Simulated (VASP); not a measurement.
Data:

```
CdF2
1.0
    0.00000     2.71877     2.71877
    2.71877     0.00000     2.71877
    2.71877     2.71877     0.00000
Cd F
1 2
Direct
  0.00000   0.00000   0.00000
  0.25000   0.25000   0.25000
  0.75000   0.75000   0.75000
```

These are TPSS meta-GGA, VASP's PBE PAW potentials (set 64) (plane waves; VASP) values and carry that method's errors. Run with 520 eV cut-off, 8×8×8 Γ-centred mesh, tetrahedra with Blöchl corrections, potentials Cd F.

Problem. Give the energies of bands 3 to 14 at the high-symmetry points, in eV from the valence-band maximum.

Solution. 
| band | Γ | X | U | L | W |
|---|---|---|---|---|---|
| 3 | -5.47 | -5.23 | -5.04 | -5.14 | -4.89 |
| 4 | -5.47 | -4.55 | -4.67 | -5.14 | -4.55 |
| 5 | -5.47 | -4.55 | -4.39 | -4.24 | -4.55 |
| 6 | -4.31 | -4.20 | -4.36 | -4.24 | -4.41 |
| 7 | -4.31 | -4.05 | -4.29 | -4.08 | -4.41 |
| 8 | -0.93 | -3.01 | -3.28 | -2.67 | -3.38 |
| 9 | -0.93 | -2.86 | -2.44 | -2.17 | -2.52 |
| 10 | -0.93 | -2.86 | -2.25 | -1.77 | -1.48 |
| 11 | -0.51 | -0.47 | -0.91 | -1.77 | -1.48 |
| 12 | -0.51 | -0.09 | -0.33 | -0.40 | -0.56 |
| 13 | -0.51 | -0.09 | -0.20 | -0.40 | 0.00 |
| 14 | 3.25 | 8.10 | 8.06 | 7.26 | 8.17 |

The gap is indirect, 3.25 eV, from the valence maximum at W to the conduction minimum at Γ.

Measured: gap 7.80 eV (computed value off by -4.55 eV), as given by Giancarlo Cappellini et al., Physical Review B (2013), arXiv:1302.2571.

The compound is CdF2 in the fluorite structure. It was relaxed first.
